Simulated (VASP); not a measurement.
Calculation: PBEsol GGA, VASP's PBE PAW potentials (set 64) (plane waves; VASP 6.6.1).

Input for VASP

### INCAR
```
! general
SYSTEM  = BaCa3O4
PREC    = Accurate
ENCUT   = 520
LREAL   = .FALSE.
LASPH   = .TRUE.
ICHARG  = 11

! electronic loop
EDIFF   = 1E-7
NELM    = 100
ALGO    = Normal
LMAXMIX = 4

! smearing
ISMEAR  = 0
SIGMA   = 0.05

! functional
GGA     = PS

! output
LWAVE   = .FALSE.
LCHARG  = .FALSE.
LORBIT  = 11
```

### KPOINTS
```
k-points along high-symmetry lines
8
Line-mode
Reciprocal
  0.000000   0.000000   0.000000 ! GAMMA
 -0.500000  -0.500000   0.000000 ! Y

 -0.500000  -0.500000   0.000000 ! Y
 -0.625000  -0.375000   0.000000 ! C_0

 -0.375000   0.375000   0.000000 ! SIGMA_0
  0.000000   0.000000   0.000000 ! GAMMA

  0.000000   0.000000   0.000000 ! GAMMA
  0.500000   0.500000   0.500000 ! Z

  0.500000   0.500000   0.500000 ! Z
  0.125000   0.875000   0.500000 ! A_0

 -0.125000   0.125000   0.500000 ! E_0
  0.000000   0.000000   0.500000 ! T

  0.000000   0.000000   0.500000 ! T
 -0.500000  -0.500000   0.000000 ! Y

  0.000000   0.000000   0.000000 ! GAMMA
 -0.500000   0.000000   0.000000 ! S

 -0.500000   0.000000   0.000000 ! S
  0.000000   0.500000   0.500000 ! R

  0.000000   0.500000   0.500000 ! R
  0.500000   0.500000   0.500000 ! Z

  0.500000   0.500000   0.500000 ! Z
  0.000000   0.000000   0.500000 ! T
```

**POSCAR**
```
BaCa3O4
1
   -0.0202903487     4.9932378764     4.9953597079
    4.9932378764    -0.0202903487     4.9953597079
    2.4864737639     2.4864737639    -0.0000000000
Ca O Ba
3 4 1
Direct
  0.0000000000   1.0000000000   1.0000000000
  0.0000000000   0.5000000000   1.0000000000
  0.5000000000   1.0000000000   1.0000000000
  0.2395821549   0.2395821549   0.5208356904
  0.2271763989   0.7728236011   0.5000000000
  0.7728236011   0.2271763989   0.5000000000
  0.7604178451   0.7604178451   0.4791643096
  0.5000000000   0.5000000000   1.0000000000
```

POTCAR, in this order: Ca_sv O Ba_sv (PBE.64 set). Program: vasp_std. Read from the step before: CHGCAR.

Output of the run:

File OSZICAR:
```
       N       E                     dE             d eps       ncg     rms          rms(c)
DAV:   1     0.650092152373E+03    0.65009E+03   -0.32905E+04  6688   0.168E+03
DAV:   2     0.107428558501E+02   -0.63935E+03   -0.62263E+03  8008   0.455E+02
DAV:   3    -0.489232304381E+02   -0.59666E+02   -0.57483E+02  9930   0.125E+02
DAV:   4    -0.513873092416E+02   -0.24641E+01   -0.24555E+01 10120   0.234E+01
DAV:   5    -0.514890873704E+02   -0.10178E+00   -0.10170E+00  9888   0.400E+00
DAV:   6    -0.514908643646E+02   -0.17770E-02   -0.17765E-02  9888   0.558E-01
DAV:   7    -0.514909314412E+02   -0.67077E-04   -0.67069E-04  9268   0.883E-02
DAV:   8    -0.514909334764E+02   -0.20352E-05   -0.20351E-05 10082   0.146E-02
DAV:   9    -0.514909335728E+02   -0.96440E-07   -0.96390E-07  6864   0.249E-03
   1 F= -.51490934E+02 E0= -.51490934E+02  d E =-.120043E-12
```

### OUTCAR
```
 val. band max:        2.2561197945   @ k =   0.0000   0.0000   0.0000

 cond. band min:       4.7761342251   @ k =   0.0000   0.0000   0.5000



 k-point     1 :       0.0000    0.0000    0.0000
  band No.  band energies     occupation
      1     -36.1172      2.00000
      2     -36.0949      2.00000
      3     -34.8695      2.00000
      4     -22.8451      2.00000
      5     -17.6328      2.00000
      6     -17.4401      2.00000
      7     -17.3099      2.00000
      8     -17.1510      2.00000
      9     -17.1472      2.00000
     10     -17.1100      2.00000
     11     -16.2868      2.00000
     12     -16.1234      2.00000
     13     -15.8858      2.00000
     14     -13.2589      2.00000
     15     -12.9916      2.00000
     16     -12.7475      2.00000
     17     -12.7446      2.00000
     18      -8.0287      2.00000
     19      -7.5078      2.00000
     20      -7.3735      2.00000
     21      -0.7424      2.00000
     22      -0.0605      2.00000
     23       0.6325      2.00000
     24       0.7968      2.00000
     25       0.8050      2.00000
     26       0.8844      2.00000
     27       1.2189      2.00000
     28       1.5990      2.00000
     29       1.6400      2.00000
     30       2.0541      2.00000
     31       2.1062      2.00000
     32       2.2561      2.00000
     33       4.8831      0.00000
     34       6.0571      0.00000
     35       7.3617      0.00000
     36       7.5781      0.00000
     37       7.7554      0.00000
     38       8.6077      0.00000

 k-point     2 :      -0.0714   -0.0714    0.0000
  band No.  band energies     occupation
      1     -36.1171      2.00000
      2     -36.0949      2.00000
      3     -34.8695      2.00000
      4     -22.8456      2.00000
      5     -17.6294      2.00000
      6     -17.4330      2.00000
      7     -17.3121      2.00000
      8     -17.1508      2.00000
      9     -17.1464      2.00000
     10     -17.1100      2.00000
     11     -16.2916      2.00000
...
```

The density is held fixed in this step, so its total energy and stress have no physical meaning. Unless said otherwise, spin-orbit coupling is left out, though it shifts the bands of the heavy elements here.

The structure was generated: BaCa3O4 was put into an ordered model structure (Cmmm), which need not be its known phase. It was relaxed first.
